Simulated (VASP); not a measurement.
# VBi2ClO4 (P4/mmm) in VASP: a series of runs

One crystal, VBi2ClO4, is run at these levels: PBEsol; tasks: single point, relaxation of cell and atoms.

All numbers are computed with VASP 6.6.1; they aren't measurements. Logs are shortened: lines on timing, memory, paths and dates and some standing lists are left out, and cuts for length are marked.

### 1 The crystal as given

The structure is tetragonal, space group P4/mmm (No. 123). The conventional cell has a = 3.674 Å, b = 3.674 Å, c = 8.684 Å, α = 90.00°, β = 90.00°, γ = 90.00°. Around O (site symmetry 2mm) lie 2 V at 2.18 Å and 2 Bi at 2.20 Å and 1 O at 2.34 Å. V (site symmetry 4/mmm) is surrounded by 8 O at 2.18 Å. Cl (site symmetry 4/mmm) is surrounded by 8 Bi at 3.26 Å and 8 O at 3.66 Å and 4 Cl at 3.67 Å. Bi (site symmetry 4mm) is surrounded by 4 O at 2.20 Å.

The cell was built by a generator and needn't be a form met in nature.

### 2 Single point, PBEsol

Contents of INCAR:

```
  PREC = Accurate
  ENCUT = 520
  EDIFF = 1E-6
  ISMEAR = 0
  SIGMA = 0.0742
  LREAL = F
  LASPH = T
  NELM = 100
  ALGO = Fast
  ISIF = 2
  LWAVE = F
  LCHARG = F
  GGA = PS
  NBANDS = 47
```

Contents of KPOINTS:

```
Automatic mesh
0
Gamma
  8 8 4
```

Contents of POSCAR:

```
VBi2ClO4
1.0
    3.6737814816      0.0000000000      0.0000000000
    0.0000000000      3.6737814816      0.0000000000
    0.0000000000      0.0000000000      8.6839770369
O V Cl Bi
4 1 1 2
Direct
    0.5000000000      0.0000000000      0.8649910710
    0.0000000000      0.5000000000      0.8649910710
    0.5000000000      0.0000000000      0.1350089290
    0.0000000000      0.5000000000      0.1350089290
    0.0000000000      0.0000000000      0.0000000000
    0.0000000000      0.0000000000      0.5000000000
    0.5000000000      0.5000000000      0.7262170767
    0.5000000000      0.5000000000      0.2737829233
```

Potentials or basis: VASP PAW PBE potentials, release 64 (O, V_sv, Cl, Bi_d).

Started as:

```bash
cat potpaw_PBE.64/O/POTCAR potpaw_PBE.64/V_sv/POTCAR potpaw_PBE.64/Cl/POTCAR potpaw_PBE.64/Bi_d/POTCAR > POTCAR
mpirun -np 1 vasp_std > vasp.out
```

OUTCAR:

```text
PREC = Accurate
   ENCUT = 520
   EDIFF = 1E-6
   ISMEAR = 0
   LREAL = F
   LASPH = T
   NELM = 100
   ISIF = 2
   GGA = PS

 ion  position               nearest neighbor table
   1  0.500  0.000  0.865-   5 2.18   5 2.18   7 2.20   7 2.20
   2  0.000  0.500  0.865-   5 2.18   5 2.18   7 2.20   7 2.20
   3  0.500  0.000  0.135-   5 2.18   5 2.18   8 2.20   8 2.20
   4  0.000  0.500  0.135-   5 2.18   5 2.18   8 2.20   8 2.20
   5  0.000  0.000  0.000-   1 2.18   2 2.18   3 2.18   4 2.18   2 2.18   4 2.18   1 2.18   3 2.18

   6  0.000  0.000  0.500-   7 3.26   8 3.26   7 3.26   8 3.26   7 3.26   8 3.26   7 3.26   8 3.26

   7  0.500  0.500  0.726-   1 2.20   2 2.20   1 2.20   2 2.20   6 3.26   6 3.26   6 3.26   6 3.26

   8  0.500  0.500  0.274-   3 2.20   4 2.20   3 2.20   4 2.20   6 3.26   6 3.26   6 3.26   6 3.26

  LATTYP: Found a simple tetragonal cell.
 ALAT       =     3.6737814816
 C/A-ratio  =     2.3637707034

  Lattice vectors:

 A1 = (   3.6737814816,   0.0000000000,   0.0000000000)
 A2 = (   0.0000000000,   3.6737814816,   0.0000000000)
 A3 = (   0.0000000000,   0.0000000000,   8.6839770369)

Analysis of symmetry for initial positions (statically):
=====================================================================
 Subroutine PRICEL returns:
 Original cell was already a primitive cell.

 Routine SETGRP: Setting up the symmetry group for a
 simple tetragonal supercell.

 Subroutine GETGRP returns: Found 16 space group operations
 (whereof 16 operations were pure point group operations)
 out of a pool of 16 trial point group operations.

The static configuration has the point symmetry D_4h.

Analysis of symmetry for dynamics (positions and initial velocities):
=====================================================================
 Subroutine PRICEL returns:
 Original cell was already a primitive cell.

 Routine SETGRP: Setting up the symmetry group for a
 simple tetragonal supercell.

 Subroutine GETGRP returns: Found 16 space group operations
 (whereof 16 operations were pure point group operations)
 out of a pool of 16 trial point group operations.

The dynamic configuration has the point symmetry D_4h.

 Subroutine INISYM returns: Found 16 space group operations
 (whereof 16 operations are pure point group operations),
 and found     1 'primitive' translations

[... 105 lines left out ...]
   NELM   =    100;   NELMIN=  2; NELMDL= -5     # of ELM steps
   EDIFF  = 0.1E-05   stopping-criterion for ELM
   LREAL  =      F    real-space projection
   EDIFFG = 0.1E-04   stopping-criterion for IOM
   NSW    =      0    number of steps for IOM
   IBRION =     -1    ionic relax: 0-MD 1-quasi-New 2-CG
   NFREE  =      0    steps in history (QN), initial steepest desc. (CG)
   ISIF   =      2    stress and relaxation
   ISYM   =      2    0-nonsym 1-usesym 2-fastsym
   POTIM  = 0.5000    time-step for ionic-motion
   TEBEG  =    0.0;   TEEND  =   0.0 temperature during run
   PSTRESS=    0.0 pullay stress
   NELECT =      74.0000    total number of electrons
   NUPDOWN=      -1.0000    fix difference up-down
   EMIN   =  10.00;   EMAX   =-10.00  energy-range for DOS
   EFERMI =   0.00;   METHOD = LEGACY
   ISMEAR =     0;   SIGMA  =   0.07  broadening in eV -4-tet -1-fermi 0-gaus
   EFERMI_NEDOS =   21; number of points for ismear=-14 and -15
   IALGO  =     68    algorithm
   IMIX   =      4    mixing-type and parameters
     AMIX     =   0.40;   BMIX     =  1.00
     AMIX_MAG =   1.60;   BMIX_MAG =  1.00
  volume/ion in A,a.u.               =      14.65        98.87
  Fermi-wavevector in a.u.,A,eV,Ry     =   1.404441  2.654009 26.836890  1.972456
  Thomas-Fermi vector in A             =   2.527003
   LORBIT       =      0    0 simple, 1 ext, 2 COOP (PROOUT), +10 PAW based schemes
   GGA     = PS    functional components
   LHFCALC =     F    Hartree Fock is set to
   AEXX    =    0.0000 exact exchange contribution
   IVDW    =     0    specifies the selected vdW correction
   LEPSILON=     F    determine dielectric tensor
   LRPA    =     F    only Hartree local field effects (RPA)
 non-spin polarized calculation
 RMM-DIIS sequential band-by-band and
 Gauss-broadening in eV      SIGMA  =   0.07
  energy-cutoff  :      520.00
  volume of cell :      117.20
 maximum number of plane-waves:      3216
 NGX is ok and might be reduce to    28
   NGX = 13   NGY = 13   NGZ = 33

 number of electron      73.9999998 magnetization

 Free energy of the ion-electron system (eV)
  ---------------------------------------------------
  ext. energy  EPLUGINS =         0.00000000
  ---------------------------------------------------
  free energy    TOTEN  =       -52.09194847 eV

  energy without entropy =      -52.05445393  energy(sigma->0) =      -52.07320120

 E-fermi :   8.2645     XC(G=0): -11.2058

 val. band max:        8.2627005131   @ k =   0.2500   0.0000   0.0000
 cond. band min:       8.2655774663   @ k =   0.1250   0.1250   0.0000
 fundamental gap:      0.0028769532
 Fermi energy:         8.2644624244

 k-point     1 :       0.0000    0.0000    0.0000
  band No.  band energies     occupation
      1     -56.8764      2.00000
      2     -30.8029      2.00000
      3     -30.8029      2.00000
      4     -30.7757      2.00000
      5     -16.1443      2.00000
      6     -16.1322      2.00000
[... 1189 lines left out ...]
     46      12.3001      0.00000
     47      12.6377      0.00000

 [... further k-points ...]
[... 5 lines left out ...]
  --------------------------------------------------------------------------------------
  -------------------------------------------------------------------------------------
  Total        0.1860794      0.1860794      0.1728451      0.0000000     -0.0000000      0.0000000
  in kB        2.5436865      2.5436865      2.3627746      0.0000000     -0.0000000      0.0000000
  external PRESSURE =       2.4833826 kB  Pullay stress =       0.0000000 kB

 VOLUME and BASIS-vectors are now :
 -----------------------------------------------------------------------------
  energy-cutoff  :      520.00
  volume of cell :      117.20
      direct lattice vectors                 reciprocal lattice vectors
     3.673781482  0.000000000  0.000000000     0.272199096  0.000000000  0.000000000
     0.000000000  3.673781482  0.000000000     0.000000000  0.272199096  0.000000000
     0.000000000  0.000000000  8.683977037     0.000000000  0.000000000  0.115154611

 POSITION                                       TOTAL-FORCE (eV/Angst)
 -----------------------------------------------------------------------------------
      1.83689      0.00000      7.51156         0.000000      0.000000      0.016596
      0.00000      1.83689      7.51156         0.000000      0.000000      0.016596
      1.83689      0.00000      1.17241         0.000000      0.000000     -0.016596
      0.00000      1.83689      1.17241         0.000000      0.000000     -0.016596
      0.00000      0.00000      0.00000         0.000000      0.000000      0.000000
      0.00000      0.00000      4.34199         0.000000      0.000000      0.000000
      1.83689      1.83689      6.30645         0.000000     -0.000000     -0.074548
      1.83689      1.83689      2.37752        -0.000000     -0.000000      0.074548
 -----------------------------------------------------------------------------------
    total drift:                                0.000000      0.000000      0.000000

  FREE ENERGIE OF THE ION-ELECTRON SYSTEM (eV)
  ---------------------------------------------------
  free  energy   TOTEN  =       -52.0919484681 eV

  energy  without entropy=      -52.0544539324  energy(sigma->0) =      -52.07320120
```

OSZICAR:

```text
N       E                     dE             d eps       ncg     rms          rms(c)
DAV:   1     0.100478024845E+04    0.10048E+04   -0.37184E+04  4230   0.189E+03
DAV:   2     0.102786951853E+03   -0.90199E+03   -0.86406E+03  4350   0.561E+02
DAV:   3    -0.529366461848E+02   -0.15572E+03   -0.14828E+03  5170   0.217E+02
[... 11 lines left out ...]
RMM:  15    -0.520919869972E+02   -0.47805E-04   -0.22746E-04  6228   0.810E-02    0.113E-01
RMM:  16    -0.520919481343E+02    0.38863E-04   -0.39891E-05  5724   0.358E-02    0.177E-02
RMM:  17    -0.520919500703E+02   -0.19360E-05   -0.11683E-05  5585   0.186E-02    0.282E-02
RMM:  18    -0.520919482487E+02    0.18216E-05   -0.20978E-06  3577   0.865E-03    0.508E-03
RMM:  19    -0.520919484681E+02   -0.21936E-06   -0.85706E-07  2815   0.638E-03
   1 F= -.52091948E+02 E0= -.52073201E+02  d E =-.374945E-01
```

It took 2.9 min on 1 thread of Intel Xeon 6975P-C (Granite Rapids), shared host; peak memory 0.38 GiB.

Results:

| Property | Result |
| --- | --- |
| Free energy | -52.0919 eV |
| Pressure | 0.2 GPa |
| Largest force | 0.075 eV/Å |
| Band gap on the k mesh | none (metal or under the smearing width) |

Forces in eV/Å, atoms in the order of the input:
```
O    0.000  0.000  0.017
O    0.000  0.000  0.017
O    0.000  0.000 -0.017
O    0.000  0.000 -0.017
V    0.000  0.000  0.000
Cl   0.000  0.000  0.000
Bi   0.000  0.000 -0.075
Bi   0.000  0.000  0.075
```

Levels at points of the mesh, in eV from the Fermi level:
```tsv
k point	band 34	band 35	band 36	band 37	band 38	band 39	band 40	band 41
(0.00, 0.00, 0.00)	-3.40	-2.80	-2.19	-0.56	-0.21	0.37	1.78	1.78
(0.50, 0.00, 0.00)	-3.72	-2.85	-2.66	-0.21	-0.07	0.11	1.10	2.16
(0.50, 0.50, 0.00)	-3.08	-2.78	-2.41	-0.18	-0.09	0.36	0.36	1.96
(0.00, 0.00, 0.50)	-3.41	-2.87	-2.81	-0.21	0.15	0.37	1.74	1.88
(0.50, 0.00, 0.50)	-4.04	-3.95	-2.17	-0.19	0.13	1.03	1.11	1.37
(0.50, 0.50, 0.50)	-3.08	-2.78	-2.41	-0.07	0.26	0.68	0.68	0.87
```

Caveat: the PAW data sets were made with another functional, which shifts forces and pressure a little; spin-orbit coupling is left out, which moves the levels of the heavy elements; the run has no spin polarisation, though such a crystal can be magnetic; semilocal functionals often make such compounds metallic where correlation or magnetic order opens a gap, which also shifts bond lengths.

### 3 Relaxation of cell and atoms, PBEsol

This run uses another cell than the first one, of 15.54 Å³/atom, 1.060 times its volume.

Contents of INCAR:

```
  ALGO = Fast
  EDIFF = 1E-7
  EDIFFG = -0.01
  ENCUT = 600
  GGA = PS
  IBRION = 2
  ISIF = 3
  ISMEAR = 0
  LASPH = T
  LCHARG = F
  LREAL = F
  LWAVE = F
  NELM = 80
  NSW = 100
  PREC = Accurate
  SIGMA = 0.0742
```

Contents of KPOINTS:

```
k-points
0
Gamma
  8 8 4
```

Contents of POSCAR:

```
VBi2ClO4
1.0
    3.7820560000      0.0000000000      0.0000000000
    0.0000000000      3.7820560000      0.0000000000
    0.0000000000      0.0000000000      8.6887680000
O V Cl Bi
4 1 1 2
Direct
    0.5000000000      0.0000000000      0.8390000000
    0.0000000000      0.5000000000      0.8390000000
    0.5000000000      0.0000000000      0.1610000000
    0.0000000000      0.5000000000      0.1610000000
    0.0000000000      0.0000000000      0.0000000000
    0.0000000000      0.0000000000      0.5000000000
    0.5000000000      0.5000000000      0.7151000000
    0.5000000000      0.5000000000      0.2849000000
```

Potentials or basis: VASP PAW PBE potentials, release 64 (O, V_sv, Cl, Bi_d).

Started as:

```bash
cat potpaw_PBE.64/O/POTCAR potpaw_PBE.64/V_sv/POTCAR potpaw_PBE.64/Cl/POTCAR potpaw_PBE.64/Bi_d/POTCAR > POTCAR
mpirun -np 1 vasp_std > vasp.out
```

Run time: 36 min. Hardware: 1 thread of Intel Xeon 6975P-C (Granite Rapids), shared host; peak memory 0.44 GiB.

The run converged. Its results:

```yaml
Free_energy: -52.1116 eV
Relaxed_volume: 14.63 Å³/atom
Relaxed_cell: a = 3.676 Å, b = 3.676 Å, c = 8.663 Å, α = 90.00°, β = 90.00°, γ = 90.00°
Space_group_after_relaxing_to_0.05_Å: P4/mmm (No. 123)
Energy_gained_by_relaxing: 136.1 meV/atom
Ionic_steps: 17
Pressure_after_relaxing: 0.0 GPa
Largest_force_after_relaxing: 0.010 eV/Å
Band_gap_on_the_k_mesh: none (metal or under the smearing width)
```

Forces in eV/Å, atoms in the order of the input:
```
O    0.000  0.000  0.010
O    0.000  0.000  0.010
O    0.000  0.000 -0.010
O    0.000  0.000 -0.010
V    0.000  0.000  0.000
Cl   0.000  0.000  0.000
Bi   0.000  0.000 -0.005
Bi   0.000  0.000  0.005
```

The path:
| step | energy change (eV) | largest force (eV/Å) | pressure (GPa) | volume (Å³) |
| --- | --- | --- | --- | --- |
| 1 | 0.0000 | 2.1125 | -5.50 | 124.28 |
| 2 | -0.8603 | 0.8357 | -1.19 | 114.93 |
| 3 | -0.9216 | 0.8332 | 1.34 | 111.79 |
| 4 | -0.9222 | 0.7970 | 1.10 | 112.05 |
| 5 | -0.9980 | 0.4360 | 0.88 | 113.08 |
| 6 | -1.0311 | 0.0677 | 0.79 | 114.34 |
| 7 | -1.0760 | 0.0959 | -0.61 | 116.52 |
| 8 | -1.0809 | 0.1387 | -1.25 | 117.63 |
| 9 | -1.0770 | 0.3211 | 1.82 | 115.93 |
| 10 | -1.0868 | 0.1318 | 0.06 | 116.89 |
| 11 | -1.0886 | 0.0702 | 0.10 | 116.73 |
| 12 | -1.0888 | 0.0427 | 0.09 | 116.76 |
| 13 | -1.0890 | 0.0234 | 0.00 | 116.92 |
| 14 | -1.0890 | 0.0160 | -0.03 | 116.98 |
| 15 | -1.0891 | 0.0202 | 0.08 | 116.97 |
| 16 | -1.0891 | 0.0126 | 0.06 | 116.97 |
| 17 | -1.0891 | 0.0098 | 0.01 | 117.04 |

Final structure:
```cif
data_structure
_symmetry_space_group_name_H-M 'P 1'
_symmetry_Int_Tables_number 1
_cell_length_a 3.6757
_cell_length_b 3.6757
_cell_length_c 8.6631
_cell_angle_alpha 90.000
_cell_angle_beta 90.000
_cell_angle_gamma 90.000
_cell_volume 117.04
loop_
_atom_site_label
_atom_site_type_symbol
_atom_site_fract_x
_atom_site_fract_y
_atom_site_fract_z
_atom_site_occupancy
O1 O 0.50000 0.00000 0.86457 1
O2 O 0.00000 0.50000 0.86457 1
O3 O 0.50000 0.00000 0.13543 1
O4 O 0.00000 0.50000 0.13543 1
V1 V 0.00000 0.00000 0.00000 1
Cl1 Cl 0.00000 0.00000 0.50000 1
Bi1 Bi 0.50000 0.50000 0.72531 1
Bi2 Bi 0.50000 0.50000 0.27469 1
```

Levels at points of the mesh, in eV from the Fermi level:
```
           k point  band 33  band 34  band 35  band 36  band 37  band 38  band 39  band 40  band 41  band 42
(0.00, 0.00, 0.00)    -3.39    -3.39    -2.80    -2.19    -0.57    -0.21     0.37     1.77     1.77     1.86
(0.50, 0.00, 0.00)    -4.07    -3.71    -2.85    -2.65    -0.21    -0.07     0.10     1.10     2.15     2.43
(0.50, 0.50, 0.00)    -3.98    -3.07    -2.77    -2.41    -0.18    -0.09     0.36     0.36     1.96     2.07
(0.00, 0.00, 0.50)    -3.40    -3.40    -2.88    -2.80    -0.21     0.15     0.36     1.76     1.88     1.91
(0.50, 0.00, 0.50)    -4.18    -4.08    -3.94    -2.17    -0.19     0.13     1.04     1.11     1.37     2.16
(0.50, 0.50, 0.50)    -3.98    -3.07    -2.77    -2.41    -0.07     0.26     0.68     0.68     0.87     0.87
```

Caveat: the PAW data sets were made with another functional, which shifts forces and pressure a little; spin-orbit coupling is left out, which moves the levels of the heavy elements; the run has no spin polarisation, though such a crystal can be magnetic; semilocal functionals often make such compounds metallic where correlation or magnetic order opens a gap, which also shifts bond lengths. With open d or f shells a metallic result of PBEsol can be an artefact of self-interaction; +U or a hybrid may open a gap.
